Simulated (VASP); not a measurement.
Here is the system:

```xyz
65
Lattice="8.7583 0.0000 0.0000 0.0000 8.7583 0.0000 0.0000 0.0000 8.7583" Properties=species:S:1:pos:R:3 pbc="T T T"
Si     4.3729     0.0009     0.0014
Si     6.5651     2.1926     0.0019
Si     6.5653     0.0009     2.1928
Si     8.7515     8.7579     8.7571
Si     2.1841     2.1919     8.7447
Si     4.3742     4.3815     8.7453
Si     6.5668     6.5730     8.7569
Si     2.1843     8.7449     2.1919
Si     4.3421     2.2234     2.2246
Si     6.5790     4.3814     2.1910
Si     4.3744     8.7441     4.3818
Si     6.5802     2.1919     4.3809
Si     6.5662     0.0004     6.5719
Si     8.7521     4.3813     0.0013
Si     2.1850     6.5734     0.0011
Si     8.7382     2.1929     2.1928
Si     2.2091     4.3581     2.2180
Si     4.3742     6.5870     2.1926
Si     8.7532     0.0014     4.3810
Si     2.2105     2.2201     4.3572
Si     4.3504     4.3581     4.3581
Si     6.5659     6.5727     4.3806
Si     2.1851     0.0010     6.5722
Si     4.3732     2.1932     6.5881
Si     6.5658     4.3807     6.5733
Si     8.7515     6.5729     2.1928
Si     8.7379     4.3818     4.3810
Si     2.1857     6.5862     4.3810
Si     8.7521     2.1935     6.5728
Si     2.1844     4.3826     6.5868
Si     4.3738     6.5721     6.5735
Si     8.7509     6.5741     6.5731
C      5.4728     1.0914     1.0928
C      7.6665     3.2782     1.0791
C      7.6669     1.0783     3.2785
C      1.0972     1.0894     1.0897
C      3.2868     3.2777     1.0419
C      5.4759     5.4680     1.0889
C      7.6668     7.6569     1.0857
C      3.2868     1.0406     3.2796
C      5.5250     3.2780     3.2783
C      7.6659     5.4788     3.2781
C      5.4750     1.0905     5.4676
C      7.6662     3.2786     5.4790
C      7.6662     1.0862     7.6568
C      1.1035     5.4622     1.0937
C      3.2869     7.6578     1.0796
C      1.0518     3.2806     3.2802
C      3.2872     5.5142     3.2804
C      5.4872     7.6578     3.2789
C      1.1044     1.0940     5.4620
C      3.2864     3.2815     5.5156
C      5.4739     5.4619     5.4632
C      7.6663     7.6582     5.4699
C      3.2867     1.0786     7.6585
C      5.4868     3.2783     7.6591
C      7.6667     5.4703     7.6579
C      1.0870     7.6571     3.2789
C      1.0970     5.4686     5.4679
C      3.2872     7.6568     5.4797
C      1.0867     3.2791     7.6585
C      3.2870     5.4790     7.6590
C      5.4795     7.6575     7.6568
C      1.0948     7.6575     7.6575
H      3.2887     3.2824     3.2775
```
Cell charge +1.

Level of theory: HSE06 screened hybrid, VASP's PBE PAW potentials (set 64) (plane waves; VASP). Settings: PREC = Normal, LREAL = Auto, ISYM = 0, NELECT = 256.0, EDIFF = 1E-5, 400 eV cut-off, 1×1×1 Γ-centred mesh, Gaussian smearing of 0.050 eV, potentials Si C H.

The cell is charged, with a uniform compensating background. The supercell is sampled at Γ alone, which is coarse: total energies, pressure and levels can be off, energies of defects by several tenths of an eV.

Predict the energy per atom (σ→0).

```yaml
energy per atom (σ→0): -8.682 eV/atom
```

Only differences to runs with the same potentials and settings are physical.

The cell is a supercell with a defect, built from SiC (zinc blende): H_i, charge +1. The cell's shape comes from a PBE relaxation. The run is not spin-polarised, so no state with unpaired spins was tried.
